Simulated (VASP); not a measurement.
A run of VASP 6.6.1:

The input INCAR:

```
ALGO = Normal
EDIFF = 1E-7
EDIFFG = -0.005
ENCUT = 600
GGA = CA
IBRION = 2
ISIF = 3
ISMEAR = 1
LASPH = True
LCHARG = False
LREAL = False
LWAVE = False
NELM = 80
NSW = 90
PREC = Accurate
SIGMA = 0.1
```

File KPOINTS:

```
k-points
0
Gamma
  16 16 16
```

POSCAR

```
Rh                                      
1.0
    0.0000000000      1.8784967767      1.8784967767
    1.8784967767      0.0000000000      1.8784967767
    1.8784967767      1.8784967767     -0.0000000000
  Rh            
     1
Direct
     0.0000000000000000    1.0000000000000000    0.0000000000000000
```

Potentials or basis: VASP PAW LDA potentials, release 64 (Rh_pv).

Command:

```console
$ cat potpaw_LDA.64/Rh_pv/POTCAR > POTCAR
$ mpirun -np 1 vasp_std > vasp.out
```

Hardware: 1 thread of Intel(R) Xeon(R) 6975P-C (Granite Rapids) (shared host).

**Question.** How long does it take, and how much memory?

**Answer.** Wall time 8.6 s on 1 thread of Intel(R) Xeon(R) 6975P-C (Granite Rapids) (shared host), peak memory 0.14 GiB. Counts: scf iterations 11, k points 145, ion steps 1.
